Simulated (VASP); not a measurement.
The system is CoO.

```
CELL_PARAMETERS angstrom
0.00000 2.13150 2.13150
2.13150 0.00000 2.13150
2.13150 2.13150 0.00000
ATOMIC_POSITIONS crystal
Co 0.00000 0.00000 0.00000
O 0.50000 0.50000 0.50000
```

```yaml
Program: VASP 6.6.1
Task: relaxation of cell and atoms
Functional: r2SCAN
Potentials_or_basis: VASP PAW PBE potentials, release 64 (Co, O)
Cutoff: 600 eV
k_mesh: 12 × 12 × 12
Occupations: gaussian, width 0.03 eV
Spin: collinear spin, ferromagnetic start
Starting_moments: "[3.0, 0.0] μB"
```

At the start: pressure -7.9 GPa; volume 9.68 Å³/atom.

Question: How do energy, volume and symmetry change on relaxing?

Answer: Over 3 steps the energy falls by 9.7 meV/atom and the volume is 9.31 Å³/atom (-3.9 %); space group Fm-3m (No. 225, to 0.05 Å); moment 3.00 μB per cell.

The path:
| step | energy change (eV) | largest force (eV/Å) | pressure (GPa) | volume (Å³) |
| --- | --- | --- | --- | --- |
| 1 | 0.0000 | 0.0000 | -7.88 | 19.37 |
| 2 | -0.0077 | 0.0000 | 7.01 | 18.06 |
| 3 | -0.0194 | 0.0000 | 0.01 | 18.61 |

Final structure:
```xyz
2
Lattice="0.0000 2.1035 2.1035 2.1035 0.0000 2.1035 2.1035 2.1035 0.0000" Properties=species:S:1:pos:R:3 pbc="T T T"
Co    0.0000    0.0000    0.0000
O     2.1035    2.1035    2.1035
```

Caveat: the PAW data sets were made with another functional, which shifts forces and pressure a little; a cell with one magnetic atom can't hold antiferromagnetic order, which such compounds often take.
